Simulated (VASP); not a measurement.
A VASP calculation is set up with these files.

INCAR:
```
SYSTEM  =  MoS2
PREC  =  Accurate; ENCUT  =  400; LREAL  =  .False.
LASPH  =  .True.
EDIFF  =  1E-6; NELM  =  100; ALGO  =  Normal
LMAXMIX  =  4
ISMEAR  =  0; SIGMA  =  0.05
IBRION  =  2; NSW  =  60; ISIF  =  3
EDIFFG  =  -0.02
LWAVE  =  .False.; LCHARG  =  .False.
```

KPOINTS:
```
kpoints
0
gamma
7 7 2
0 0 0
```

File POSCAR:
```
MoS2
1
    1.5628557173    -2.7069452404     0.0000000000
    1.5628557173     2.7069452404    -0.0000000000
   -0.0000000000     0.0000000000    12.1164538483
Mo S
2 4
Direct
  0.3333330000   0.6666670000   0.2500000000
  0.6666670000   0.3333330000   0.7500000000
  0.3333330000   0.6666670000   0.8780746712
  0.6666670000   0.3333330000   0.3780746712
  0.6666670000   0.3333330000   0.1219253288
  0.3333330000   0.6666670000   0.6219253288
```

POTCAR, in this order: Mo_sv S (LDA.64 set). Program: vasp_std.

Problem. Write an equivalent input for Ansatz.

Solution. One equivalent input (not run):
Ansatz 0.2 input:
```yaml
crystal:
  lattice:
    - [1.5628557, -2.7069452, 0.0000000]
    - [1.5628557, 2.7069452, 0.0000000]
    - [0.0000000, 0.0000000, 12.1164538]
  atoms:
    - { symbol: Mo, position: [0.3333330, 0.6666670, 0.2500000] }
    - { symbol: Mo, position: [0.6666670, 0.3333330, 0.7500000] }
    - { symbol: S, position: [0.3333330, 0.6666670, 0.8780747] }
    - { symbol: S, position: [0.6666670, 0.3333330, 0.3780747] }
    - { symbol: S, position: [0.6666670, 0.3333330, 0.1219253] }
    - { symbol: S, position: [0.3333330, 0.6666670, 0.6219253] }
kpoints:
  mp_grid: { grid: [7, 7, 2] }
hamiltonian:
  xc: lda
  pseudopotentials: { kind: paw }
scf:
  occupations: { method: gaussian, width: 0.05 }
  max_iter: 100
relax:
  max_steps: 60
  f_tol: 0.02
  cell: {}
output: { forces: true, stress: true, eigenvalues: true }
```
Limits of the translation: each code has its own PAW files, so the cut-off isn't converted (ENCUT is set for VASP's; basis.ecutwfc is left out, and Ansatz then takes the one that its files recommend); Ansatz stops its SCF on the density residual and VASP on the energy change (EDIFF); Ansatz's lda is the Perdew-Wang form, while the LDA potentials of VASP carry Perdew-Zunger's.

The compound is MoS2 in the 2H layered structure. This run relaxes it. Symmetry was kept, so distortions that lower it aren't found. The start is the result of an earlier pass.
